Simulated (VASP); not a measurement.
Here is the system:

```
CELL_PARAMETERS angstrom
      2.70783     0.00000     0.00000
     -1.35391     2.34505     0.00000
      0.00000     0.00000     4.26810
ATOMIC_POSITIONS crystal
  Ru 0.33333 0.66667 0.25000
  Ru 0.66667 0.33333 0.75000
```

Level of theory: LDA (Ceperley-Alder, Perdew-Zunger), VASP's LDA PAW potentials (set 64) (plane waves; VASP). Settings: 400 eV cut-off, 14×14×8 Γ-centred mesh, first-order Methfessel-Paxton smearing of 0.10 eV, potentials Ru_pv.

Energy and stress use the plane-wave basis of the starting cell.

Problem. The ions, cell shape and volume are relaxed. Predict the relaxed structure.

Solution. 
```
CELL_PARAMETERS angstrom
      2.67749     0.00000     0.00000
     -1.33875     2.31878     0.00000
      0.00000     0.00000     4.22135
ATOMIC_POSITIONS crystal
  Ru 0.33333 0.66667 0.25000
  Ru 0.66667 0.33333 0.75000
```
Space group P6_3/mmc (194), at a tolerance of 0.03 Å.

Problem. How do energy and volume change from the first to the last step?

Solution. The energy (σ→0) changes by -17.1 meV/atom and the volume by -3.3 %, in 7 ionic steps.

| step | E(σ→0) (eV) | max force (eV/Å) | pressure (GPa) | volume (Å³) |
|---|---|---|---|---|
| 1 | -21.3535 | 0.000 | -11.73 | 27.10 |
| 2 | -20.9504 | 0.000 | 55.60 | 23.40 |
| 3 | -21.3876 | 0.000 | -0.62 | 26.24 |
| 4 | -21.3877 | 0.000 | -0.09 | 26.21 |
| 5 | -21.3877 | 0.000 | 0.16 | 26.19 |
| 6 | -21.3876 | 0.000 | -0.46 | 26.23 |
| 7 | -21.3877 | 0.000 | -0.07 | 26.21 |

The structure comes from a computed database's Ru entry (P6_3/mmc); how it stands against other phases isn't given here. This run relaxes it. Symmetry was kept, so distortions that lower it aren't found.
